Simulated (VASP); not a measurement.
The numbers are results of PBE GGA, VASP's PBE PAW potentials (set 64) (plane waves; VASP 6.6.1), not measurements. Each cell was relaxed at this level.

Without a dispersion term in the relaxation, distances and binding between the weakly bound layers, chains or molecules are unreliable, and so is what depends on them.

Q: Which of these has an unstable (imaginary) mode at Γ?
A. GaAs, F-43m (216)
B. P, Cmce (64)
C. CdSe, F-43m (216)
D. SrTiO3, Pm-3m (221)

A: D, SrTiO3, Pm-3m (221). Its optical Γ-point modes are 132i (×3), 146 (×3), 235 (×3), 509 (×3) cm⁻¹.
